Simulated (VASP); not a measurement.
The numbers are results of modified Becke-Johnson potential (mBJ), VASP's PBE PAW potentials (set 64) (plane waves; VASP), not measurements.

Input for VASP

**INCAR**
```
SYSTEM = CsPbBr3
PREC = Accurate; ENCUT = 400; LREAL = .False.
LASPH = .True.
EDIFF = 1E-6; NELM = 200; ALGO = Normal
LMAXMIX = 4; LMIXTAU = .True.
ISMEAR = 0; SIGMA = 0.05
METAGGA = MBJ
ISIF = 0
LWAVE = .False.; LCHARG = .False.
```

File KPOINTS:
```
Automatic mesh
0
G
 4 4 4
0 0 0
```

**POSCAR**
```
CsPbBr3
1
    5.7532138166     0.0000000000     0.0000000000
    0.0000000000     5.7532138166     0.0000000000
    0.0000000000     0.0000000000     5.7532138166
Cs Pb Br
1 1 3
Direct
  0.0000000000   0.0000000000   0.0000000000
  0.5000000000   0.5000000000   0.5000000000
  0.5000000000   0.0000000000   0.5000000000
  0.0000000000   0.5000000000   0.5000000000
  0.5000000000   0.5000000000   0.0000000000
```

**KPOINTS_OPT**
```
k-points along high-symmetry lines
16
Line-mode
Reciprocal
  0.000000   0.000000   0.000000 ! GAMMA
  0.000000   0.500000   0.000000 ! X

  0.000000   0.500000   0.000000 ! X
  0.500000   0.500000   0.000000 ! M

  0.500000   0.500000   0.000000 ! M
  0.000000   0.000000   0.000000 ! GAMMA

  0.000000   0.000000   0.000000 ! GAMMA
  0.500000   0.500000   0.500000 ! R

  0.500000   0.500000   0.500000 ! R
  0.000000   0.500000   0.000000 ! X

  0.500000   0.500000   0.500000 ! R
  0.500000   0.500000   0.000000 ! M
```

POTCAR, in this order: Cs_sv Pb_d Br (PBE.64 set). Program: vasp_std. Read from the step before: WAVECAR.

### OSZICAR
```
...
DAV: 167     0.194135084657E+04   -0.46241E+02   -0.54812E+02   636   0.268E+02    0.855E+02
DAV: 168     0.198053674368E+04    0.39186E+02   -0.17308E+02   748   0.147E+02    0.439E+02
DAV: 169     0.198182644706E+04    0.12897E+01   -0.90656E+01   926   0.136E+02    0.466E+02
DAV: 170     0.194073185980E+04   -0.41095E+02   -0.19171E+02   600   0.213E+02    0.768E+02
DAV: 171     0.197669200972E+04    0.35960E+02   -0.11706E+02   520   0.176E+02    0.484E+02
DAV: 172     0.197226035970E+04   -0.44317E+01   -0.40068E+01   608   0.759E+01    0.500E+02
DAV: 173     0.190457231012E+04   -0.67688E+02   -0.23600E+02   632   0.150E+02    0.533E+02
DAV: 174     0.195322964535E+04    0.48657E+02   -0.18517E+02   680   0.189E+02    0.454E+02
DAV: 175     0.197823247135E+04    0.25003E+02   -0.91497E+01   644   0.910E+01    0.433E+02
DAV: 176     0.184224002384E+04   -0.13599E+03   -0.65913E+02   644   0.294E+02    0.539E+02
DAV: 177     0.199014673872E+04    0.14791E+03   -0.70030E+02   640   0.231E+02    0.276E+02
DAV: 178     0.198478574786E+04   -0.53610E+01   -0.45525E+01   768   0.655E+01    0.383E+02
DAV: 179     0.198079361232E+04   -0.39921E+01   -0.31420E+01   788   0.729E+01    0.472E+02
DAV: 180     0.190067882297E+04   -0.80115E+02   -0.46967E+02   928   0.362E+02    0.592E+02
DAV: 181     0.199042959343E+04    0.89751E+02   -0.48966E+02   690   0.194E+02    0.297E+02
DAV: 182     0.198512226299E+04   -0.53073E+01   -0.26630E+01   832   0.638E+01    0.398E+02
DAV: 183     0.198429917134E+04   -0.82309E+00   -0.15992E+01   768   0.464E+01    0.370E+02
DAV: 184     0.198547692280E+04    0.11778E+01   -0.10386E+01   632   0.544E+01    0.379E+02
DAV: 185     0.198646516017E+04    0.98824E+00   -0.13437E+01   632   0.538E+01    0.388E+02
DAV: 186     0.198630378994E+04   -0.16137E+00   -0.27556E+01   540   0.104E+02    0.390E+02
DAV: 187     0.198577936002E+04   -0.52443E+00   -0.10220E+02   806   0.156E+02    0.489E+02
DAV: 188     0.190161003249E+04   -0.84169E+02   -0.39639E+02   740   0.228E+02    0.475E+02
DAV: 189     0.198262034794E+04    0.81010E+02   -0.23183E+02   584   0.140E+02    0.349E+02
DAV: 190     0.199626305731E+04    0.13643E+02   -0.14290E+02   926   0.194E+02    0.318E+02
DAV: 191     0.199188049911E+04   -0.43826E+01   -0.48067E+01   772   0.888E+01    0.387E+02
DAV: 192     0.198705190481E+04   -0.48286E+01   -0.56412E+01   780   0.955E+01    0.314E+02
DAV: 193     0.198045264878E+04   -0.65993E+01   -0.34161E+01   520   0.759E+01    0.386E+02
DAV: 194     0.198021808041E+04   -0.23457E+00   -0.16556E+01   676   0.507E+01    0.384E+02
DAV: 195     0.197653100254E+04   -0.36871E+01   -0.23246E+01   632   0.737E+01    0.414E+02
DAV: 196     0.198612751560E+04    0.95965E+01   -0.52878E+01   528   0.155E+02    0.393E+02
DAV: 197     0.198362949613E+04   -0.24980E+01   -0.32570E+01   812   0.104E+02    0.395E+02
DAV: 198     0.198514449957E+04    0.15150E+01   -0.51763E+01   600   0.122E+02    0.393E+02
DAV: 199     0.192112745903E+04   -0.64017E+02   -0.23711E+02   664   0.164E+02    0.495E+02
DAV: 200     0.197391014923E+04    0.52783E+02   -0.10836E+02   728   0.106E+02
   1 F= 0.19739101E+04 E0= 0.19739101E+04  d E =-.675708E-12
       N       E                     dE             ncg
       N       E                     dE             ncg
       N       E                     dE             ncg
       N       E                     dE             ncg
       N       E                     dE             ncg
       N       E                     dE             ncg
       N       E                     dE             ncg
       N       E                     dE             ncg
       N       E                     dE             ncg
       N       E                     dE             ncg
```

Task: The electronic loop did not converge. What happens with NELM = 300, IMIX = 1, AMIX = 0.1?

Result: The run did not converge; its last values are not results.
OSZICAR:
```
...
DAV: 272     0.193024211667E+04    0.84074E+01   -0.93105E+02   534   0.222E+02    0.416E+02
DAV: 273     0.194263240555E+04    0.12390E+02   -0.57656E+02   522   0.150E+02    0.774E+01
DAV: 274     0.195296640685E+04    0.10334E+02   -0.16058E+02   520   0.740E+01    0.136E+01
DAV: 275     0.195143928561E+04   -0.15271E+01   -0.15601E+02   520   0.964E+01    0.104E+02
DAV: 276     0.192209170460E+04   -0.29348E+02   -0.37983E+02   566   0.160E+02    0.305E+02
DAV: 277     0.193194199297E+04    0.98503E+01   -0.84066E+02   520   0.206E+02    0.410E+02
DAV: 278     0.194380175421E+04    0.11860E+02   -0.69459E+02   520   0.196E+02    0.199E+02
DAV: 279     0.195453430433E+04    0.10733E+02   -0.12271E+02   520   0.692E+01    0.134E+02
DAV: 280     0.195391636852E+04   -0.61794E+00   -0.43320E+01   520   0.343E+01    0.106E+02
DAV: 281     0.193339679513E+04   -0.20520E+02   -0.23549E+02   548   0.133E+02    0.237E+02
DAV: 282     0.194523629986E+04    0.11840E+02   -0.64423E+01   520   0.598E+01    0.171E+02
DAV: 283     0.193180403669E+04   -0.13432E+02   -0.65689E+02   520   0.203E+02    0.408E+02
DAV: 284     0.194352493507E+04    0.11721E+02   -0.52232E+02   520   0.166E+02    0.130E+02
DAV: 285     0.195461998082E+04    0.11095E+02   -0.15760E+02   520   0.800E+01    0.218E+02
DAV: 286     0.193693105714E+04   -0.17689E+02   -0.34605E+02   520   0.179E+02    0.250E+02
DAV: 287     0.195726476118E+04    0.20334E+02   -0.71412E+01   532   0.671E+01    0.301E+01
DAV: 288     0.193857844201E+04   -0.18686E+02   -0.12682E+02   626   0.102E+02    0.259E+02
DAV: 289     0.193373860329E+04   -0.48398E+01   -0.74525E+02   520   0.199E+02    0.411E+02
DAV: 290     0.194765570261E+04    0.13917E+02   -0.28876E+02   520   0.958E+01    0.147E+02
DAV: 291     0.193408918183E+04   -0.13567E+02   -0.43669E+02   520   0.182E+02    0.240E+02
DAV: 292     0.193703286822E+04    0.29437E+01   -0.11813E+02   536   0.802E+01    0.217E+02
DAV: 293     0.193192923470E+04   -0.51036E+01   -0.78470E+02   520   0.226E+02    0.390E+02
DAV: 294     0.194733821558E+04    0.15409E+02   -0.28525E+02   520   0.979E+01    0.984E+01
DAV: 295     0.181494531201E+04   -0.13239E+03   -0.17162E+03   774   0.432E+02    0.691E+01
DAV: 296     0.188643869026E+04    0.71493E+02   -0.26442E+03   600   0.340E+02    0.237E+02
DAV: 297     0.171775374695E+04   -0.16868E+03   -0.49956E+03   834   0.662E+02    0.810E+02
DAV: 298     0.190212666306E+04    0.18437E+03   -0.25738E+03   616   0.312E+02    0.317E+02
DAV: 299     0.194495615642E+04    0.42829E+02   -0.18530E+03   536   0.212E+02    0.538E+01
DAV: 300     0.194154996277E+04   -0.34062E+01   -0.39472E+02   528   0.110E+02
   1 F= 0.19415500E+04 E0= 0.19415500E+04  d E =-.345653E-14
       N       E                     dE             ncg
       N       E                     dE             ncg
       N       E                     dE             ncg
       N       E                     dE             ncg
       N       E                     dE             ncg
       N       E                     dE             ncg
       N       E                     dE             ncg
       N       E                     dE             ncg
       N       E                     dE             ncg
       N       E                     dE             ncg
```

The compound is CsPbBr3 in the cubic perovskite structure, the ideal cubic form; the compound distorts at low or room temperature.
